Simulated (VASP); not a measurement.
The system is Sn2GeO3.

```
Sn Ge O
1.0
     3.86024    0.02039    0.01028
     0.02039    3.82162   -0.06430
     0.03995   -0.24982   14.80440
Sn Ge O
4 2 6
Direct
  0.47638 0.92323 0.74308
  0.97647 0.47337 0.90254
  0.57165 0.00591 0.08525
  0.06641 0.45222 0.28533
  0.02532 0.43757 0.59412
  0.51542 0.00638 0.39710
  0.52585 0.53223 0.65049
  0.05089 0.05669 0.66338
  0.47371 0.47702 0.01189
  0.96724 0.00749 0.00953
  0.07296 0.95528 0.33076
  0.49338 0.51343 0.35176
```

The cell was built by a generator and needn't be a form met in nature.

| Property | Result |
| --- | --- |
| Program | VASP 6.6.1 |
| Task | relaxation of cell and atoms |
| Functional | PBE |
| Potentials or basis | VASP PAW PBE potentials, release 64 (Sn_d, Ge_d, O) |
| Cutoff | 520 eV |
| k mesh | 6 × 6 × 2 |
| Occupations | gaussian, width 0.15 eV |
| Spin | no spin polarisation |

At the start: pressure 7.1 GPa; volume 18.19 Å³/atom.

Task: How do energy, volume and symmetry change on relaxing?

Result: Over 61 steps the energy falls by 336.6 meV/atom and the volume is 17.98 Å³/atom (-1.2 %); space group P2_1/m (No. 11, to 0.05 Å).

The path:
```
step  energy change (eV)  largest force (eV/Å)  pressure (GPa)  volume (Å³)
   1              0.0000                6.9536            7.14       218.33
   3             -2.4072                3.2052           -5.86       235.90
   5             -3.4670                1.3096            0.20       218.34
   7             -3.7742                0.9243            0.58       214.49
   9             -3.8645                0.4121           -1.23       216.28
  11             -3.9066                0.3890            0.35       212.64
  13             -3.9444                0.2664            0.10       213.13
  15             -3.9575                0.2204           -0.28       213.84
  17             -3.9686                0.1498            0.30       212.69
  19             -3.9731                0.1338           -0.31       213.41
  21             -3.9779                0.1166            0.13       212.38
  23             -3.9837                0.1219            0.24       212.46
  25             -3.9891                0.1344           -0.29       213.70
  27             -3.9939                0.1547            0.18       213.30
  29             -4.0006                0.1532            0.12       213.89
  31             -4.0089                0.1085           -0.04       214.60
  33             -4.0144                0.1586           -0.20       215.00
  35             -4.0201                0.1308            0.42       214.09
  37             -4.0264                0.1593            0.03       214.84
  39             -4.0261                0.1905           -0.16       215.16
  41             -4.0293                0.1366           -0.05       214.86
  43             -4.0313                0.1114            0.07       214.61
  45             -4.0345                0.0691           -0.01       214.87
  47             -4.0347                0.0946           -0.08       214.94
  49             -4.0360                0.0624            0.15       214.74
  51             -4.0370                0.0673           -0.13       215.52
  53             -4.0377                0.0513           -0.13       215.66
  55             -4.0379                0.0683           -0.03       215.87
  57             -4.0380                0.0623            0.00       215.82
  59             -4.0384                0.0355            0.00       215.69
  61             -4.0388                0.0210           -0.05       215.72
```

Final structure:
```
CELL_PARAMETERS angstrom
3.52577 0.00126 0.00032
0.00190 4.13926 -0.05873
0.00334 -0.23823 14.78465
ATOMIC_POSITIONS crystal
Sn 0.51761 0.97277 0.73550
Sn 0.01918 0.47646 0.92347
Sn 0.51800 0.99400 0.08155
Sn 0.01833 0.50083 0.26831
Ge 0.01608 0.41695 0.58833
Ge 0.51974 0.05942 0.41557
O 0.51698 0.48993 0.66299
O 0.01746 0.01118 0.64946
O 0.51865 0.48529 0.01287
O 0.01832 0.98339 0.99203
O 0.01738 0.98573 0.34087
O 0.51795 0.46489 0.35428
```
